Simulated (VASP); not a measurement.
Consider the following.

```xyz
2
Lattice="1.1303 -1.9577 0.0000 1.1303 1.9577 0.0000 0.0000 0.0000 3.5403" Properties=species:S:1:pos:R:3 pbc="T T T"
Be     1.1303     0.6526     0.8851
Be     1.1303    -0.6526     2.6552
```

Method: vdW-DF2, VASP's PBE PAW potentials (set 64) (plane waves; VASP). Settings: 520 eV cut-off, Gaussian smearing of 0.050 eV, potentials Be.

### Question
Estimate the band gap (along the path) with the smallest direct gap where there is one.

### Answer

```yaml
band gap (along the path): none (metal, semimetal or under 0.01 eV)
```

Total energies compare only between runs with the same potentials, cut-off and functional.

The compound is Be in the hcp structure. It was relaxed first.
